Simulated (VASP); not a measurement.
Energy against volume of MgF₂ (rutile). Level of theory: rev-vdW-DF2, VASP's PBE PAW potentials (set 64) (plane waves; VASP). Settings: 520 eV cut-off, 5×5×7 Γ-centred mesh, Gaussian smearing of 0.050 eV, potentials Mg F.

Shape and ions are relaxed at each volume.

```json
[
 {"V (Å³/atom)": "10.374", "E (eV/atom)": "-3.82613"},
 {"V (Å³/atom)": "10.705", "E (eV/atom)": "-3.83738"},
 {"V (Å³/atom)": "11.036", "E (eV/atom)": "-3.84135"},
 {"V (Å³/atom)": "11.367", "E (eV/atom)": "-3.83917"}
]
```

Question: Fit these four points and predict the energy of the run at 11.698 Å³/atom.

Answer: A cubic in V^(−2/3), the third-order Birch-Murnaghan form, passes through the four points with V0 = 11.08 Å³/atom and B0 = 97 GPa, and gives -3.8318 eV/atom there. The run gave -3.8317 eV/atom, +0.1 meV/atom from the fit; all five points give B0 = 98 GPa.

The compound is MgF2 in the rutile structure. It was relaxed first.
